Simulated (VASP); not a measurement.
**ScInTeSe: relaxation of cell and atoms with PBE**

The system is ScInTeSe.

```
CELL_PARAMETERS angstrom
8.36200 0.00000 0.00000
0.00000 8.36200 0.00000
0.00000 0.00000 7.13900
ATOMIC_POSITIONS crystal
Sc 0.50000 0.00000 0.74478
Sc 0.50000 0.00000 0.25522
Sc 0.00000 0.50000 0.74478
Sc 0.00000 0.50000 0.25522
In 0.00000 0.00000 0.73736
In 0.00000 0.00000 0.26264
In 0.50000 0.50000 0.26264
In 0.50000 0.50000 0.73736
Te 0.68453 0.81547 0.00000
Te 0.31547 0.18453 0.00000
Te 0.18453 0.68453 0.00000
Te 0.81547 0.31547 0.00000
Se 0.65977 0.15977 0.50000
Se 0.34023 0.84023 0.50000
Se 0.84023 0.65977 0.50000
Se 0.15977 0.34023 0.50000
```

The cell was built by a generator and needn't be a form met in nature.

| Property | Result |
| --- | --- |
| Program | VASP 6.6.1 |
| Task | relaxation of cell and atoms |
| Functional | PBE |
| Potentials or basis | VASP PAW PBE potentials, release 64 (Sc_sv, In_d, Te, Se) |
| Cutoff | 520 eV |
| k mesh | 4 × 4 × 4 |
| Occupations | gaussian, width 0.03 eV |
| Spin | no spin polarisation |
| Further INCAR settings | ALGO = Normal; EDIFF = 1e-06; IBRION = 2; EDIFFG = -0.01; NSW = 90; ISIF = 3 |

- Relaxed volume: 31.27 Å³/atom
- Relaxed cell: a = 8.375 Å, b = 8.375 Å, c = 7.132 Å, α = 90.00°, β = 90.00°, γ = 90.00°
- Space group after relaxing (to 0.05 Å): P4/mbm (No. 127)
- Energy gained by relaxing: 0.2 meV/atom
- Ionic steps: 8
- Pressure after relaxing: 0.0 GPa
- Largest force after relaxing: 0.008 eV/Å
- Band gap on the k mesh: 0.70 eV, indirect (least direct gap 1.01 eV)

Forces in eV/Å, atoms in the order of the input:
```
Sc   0.000  0.000 -0.008
Sc   0.000  0.000  0.008
Sc   0.000  0.000 -0.008
Sc   0.000  0.000  0.008
In   0.000  0.000  0.006
In   0.000  0.000 -0.006
In   0.000  0.000 -0.006
In   0.000  0.000  0.006
Te  -0.004  0.004  0.000
Te   0.004 -0.004  0.000
Te  -0.004 -0.004  0.000
Te   0.004  0.004  0.000
Se  -0.004 -0.004  0.000
Se   0.004  0.004  0.000
Se   0.004 -0.004  0.000
Se  -0.004  0.004  0.000
```

The path:
| step | energy change (eV) | largest force (eV/Å) | pressure (GPa) | volume (Å³) |
| --- | --- | --- | --- | --- |
| 1 | 0.0000 | 0.0838 | 0.09 | 499.18 |
| 2 | -0.0018 | 0.0383 | -0.02 | 500.45 |
| 3 | -0.0019 | 0.0336 | -0.06 | 500.95 |
| 4 | -0.0025 | 0.0273 | -0.01 | 500.39 |
| 5 | -0.0026 | 0.0294 | 0.02 | 500.12 |
| 6 | -0.0030 | 0.0154 | 0.01 | 500.13 |
| 7 | -0.0031 | 0.0140 | 0.00 | 500.15 |
| 8 | -0.0032 | 0.0076 | 0.00 | 500.24 |

Final structure:
```cif
data_structure
_symmetry_space_group_name_H-M 'P 1'
_symmetry_Int_Tables_number 1
_cell_length_a 8.3751
_cell_length_b 8.3751
_cell_length_c 7.1319
_cell_angle_alpha 90.000
_cell_angle_beta 90.000
_cell_angle_gamma 90.000
_cell_volume 500.24
loop_
_atom_site_label
_atom_site_type_symbol
_atom_site_fract_x
_atom_site_fract_y
_atom_site_fract_z
_atom_site_occupancy
Sc1 Sc 0.50000 0.00000 0.74333 1
Sc2 Sc 0.50000 0.00000 0.25667 1
Sc3 Sc 0.00000 0.50000 0.74333 1
Sc4 Sc 0.00000 0.50000 0.25667 1
In1 In 0.00000 0.00000 0.73789 1
In2 In 0.00000 0.00000 0.26211 1
In3 In 0.50000 0.50000 0.26211 1
In4 In 0.50000 0.50000 0.73789 1
Te1 Te 0.68399 0.81601 0.00000 1
Te2 Te 0.31601 0.18399 0.00000 1
Te3 Te 0.18399 0.68399 0.00000 1
Te4 Te 0.81601 0.31601 0.00000 1
Se1 Se 0.66069 0.16069 0.50000 1
Se2 Se 0.33931 0.83931 0.50000 1
Se3 Se 0.83931 0.66069 0.50000 1
Se4 Se 0.16069 0.33931 0.50000 1
```

Levels at points of the mesh, in eV from the valence-band top:
| k point | band 70 | band 71 | band 72 | band 73 | band 74 | band 75 |
| --- | --- | --- | --- | --- | --- | --- |
| (0.00, 0.00, 0.00) | -0.80 | -0.50 | -0.31 | 0.70 | 0.82 | 1.37 |
| (0.50, 0.00, 0.00) | -1.21 | -1.06 | -1.06 | 1.14 | 1.14 | 1.33 |
| (0.50, 0.50, 0.00) | -1.03 | -0.53 | -0.53 | 0.76 | 0.76 | 0.87 |
| (0.00, 0.00, 0.50) | -0.73 | -0.64 | 0.00 | 1.07 | 1.12 | 1.33 |
| (0.50, 0.00, 0.50) | -1.01 | -0.65 | -0.65 | 1.34 | 1.34 | 1.36 |
| (0.50, 0.50, 0.50) | -0.98 | -0.33 | -0.33 | 1.19 | 1.19 | 1.26 |

Wall time 11 min on 8 MPI ranks on Intel(R) Xeon(R) 6975P-C (Granite Rapids) (shared host), peak memory 1 GiB a rank.

Caveat: spin-orbit coupling is left out, which moves the levels of the heavy elements. A k mesh can miss the band edges.
